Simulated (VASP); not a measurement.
Computed with PBE GGA, VASP's PBE PAW potentials (set 64) (plane waves; VASP).

VASP input:

**POSCAR**
```
Ni3Fe
1
    3.5514900000     0.0000000000     0.0000000000
    0.0000000000     3.5122190000     0.0000000000
    0.0000000000     0.0000000000     3.6151720000
Fe Ni
1 3
Direct
  0.0000000000   0.0000000000   0.0000000000
  0.0000000000   0.5000000000   0.5000000000
  0.5000000000   0.0000000000   0.5000000000
  0.5164130000   0.5000000000   0.0000000000
```

### KPOINTS
```
Automatic mesh
0
Gamma
8 8 8
0 0 0
```

INCAR:
```
SYSTEM=Ni3Fe
PREC=Accurate; ENCUT=400; LREAL=.FALSE.
LASPH=.TRUE.
EDIFF=1E-6; NELM=100; ALGO=Normal
LMAXMIX=4
ISMEAR=1; SIGMA=0.1
GGA=PE
MAGMOM=3.0 -0.7 0.7 -0.7
ISPIN=2
ISIF=2
LWAVE=.FALSE.; LCHARG=.FALSE.; LORBIT=10
```

POTCAR, in this order: Fe Ni (PBE.64 set). Program: vasp_std.

### Question
Predict the energy per atom (σ→0), cell moment, pressure, largest force, band gap (on the k-mesh).

### Answer

```yaml
energy per atom (σ→0): -602.4 kJ/mol of atoms
cell_moment: 4.86 μB
band gap (on the k-mesh): none (metal, semimetal or under 0.01 eV)
pressure: -2.73 GPa
largest_force: 0.434 eV/Å
```

### OSZICAR
```
...
DAV:  14    -0.249734368573E+02    0.48573E-03   -0.39896E-03 14680   0.165E+00    0.396E-01
DAV:  15    -0.249733405024E+02    0.96355E-04   -0.23638E-03 18504   0.102E+00    0.143E-01
DAV:  16    -0.249734495076E+02   -0.10901E-03   -0.42158E-04 15592   0.385E-01    0.104E-01
DAV:  17    -0.249734348370E+02    0.14671E-04   -0.94301E-05 15960   0.231E-01    0.306E-02
DAV:  18    -0.249734348117E+02    0.25330E-07   -0.16468E-05 12808   0.658E-02    0.331E-02
DAV:  19    -0.249734330162E+02    0.17955E-05   -0.58768E-06 10312   0.705E-02    0.651E-03
DAV:  20    -0.249734327084E+02    0.30774E-06   -0.16138E-06  6800   0.176E-02
   1 F= -.24973433E+02 E0= -.24973071E+02  d E =-.108584E-02  mag=     4.8550
```

The compound is Ni3Fe in the L1_2 structure. The cell was not relaxed at this level, atoms are displaced from their ideal sites. The run is one of a series of settings (MAGMOM = 3.0 -0.7 0.7 -0.7 against the base run), some of them coarse on purpose. VASP warned that the highest band is occupied, so more bands are needed.
